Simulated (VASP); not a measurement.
Here is the system:

```
AlTi
1.0
    2.65576     0.00000     0.00000
    0.00000     2.65576     0.00000
    0.00000     0.00000     3.83787
Ti Al
1 1
Cartesian
  0.00000   0.00000   0.00000
  1.32788   1.32788   1.91893
```

Method: LDA (Ceperley-Alder, Perdew-Zunger), VASP's LDA PAW potentials (set 64) (plane waves; VASP). Numerical set-up: 500 eV cut-off, 14×14×10 Γ-centred mesh, first-order Methfessel-Paxton smearing of 0.10 eV, potentials Ti_sv Al.

Energy and stress use the plane-wave basis of the starting cell.

Problem. The ions, cell shape and volume at an external pressure of 30.0 GPa are relaxed. What does this cell relax into?

Solution. 
```
AlTi
1.0
    2.61411     0.00000     0.00000
    0.00000     2.61411     0.00000
    0.00000     0.00000     3.77976
Ti Al
1 1
Direct
  0.00000   0.00000   0.00000
  0.50000   0.50000   0.50000
```
Space group P4/mmm (123), at a tolerance of 0.03 Å.

Problem. How do energy and volume change from the first to the last step?

Solution. The energy (σ→0) changes by +96.0 meV/atom and the volume by -4.6 %, in 4 ionic steps.

The compound is TiAl in the L1_0 structure. This run relaxes it under an external pressure of 30 GPa. Symmetry was kept, so distortions that lower it aren't found. The electron count is odd and the run is not spin-polarised, which forces a metal.
